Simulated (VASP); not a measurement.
Given:

```
CELL_PARAMETERS angstrom
      0.00000     2.46368     2.46368
      2.46368     0.00000     2.46368
      2.46368     2.46368     0.00000
ATOMIC_POSITIONS crystal
  Ru 0.00000 0.00000 0.00000
  Al 0.50000 0.50000 0.50000
```

The numbers are results of PBEsol GGA, VASP's PBE PAW potentials (set 64) (plane waves; VASP 6.6.1), not measurements. Run with 400 eV cut-off, Gaussian smearing of 0.050 eV, potentials Ru_pv Al.

### Question
Give the energies of bands 4 to 11 at the high-symmetry points, in eV from the Fermi level.

### Answer

```
band      Γ      X      U      L      W
----  -----  -----  -----  -----  -----
4     -9.19  -6.00  -5.38  -5.36  -5.25
5     -2.08  -3.61  -3.75  -4.53  -3.26
6     -2.08  -2.50  -2.96  -2.89  -3.26
7     -2.08  -0.97  -1.89  -2.89  -2.46
8     -1.74   0.12  -0.17  -0.30   0.13
9     -1.74   0.12   0.44  -0.30   1.34
10     6.76   2.27   1.39   1.38   1.65
11     6.76   2.49   2.65   7.44   1.65
```

It has no gap at this level: it comes out as a metal or semimetal.

The structure was generated: RuAl was put into the rock salt type (Fm-3m), which need not be its known phase. It was relaxed first, which changed the volume by -38 %. The electron count is odd and the run is not spin-polarised, which forces a metal.
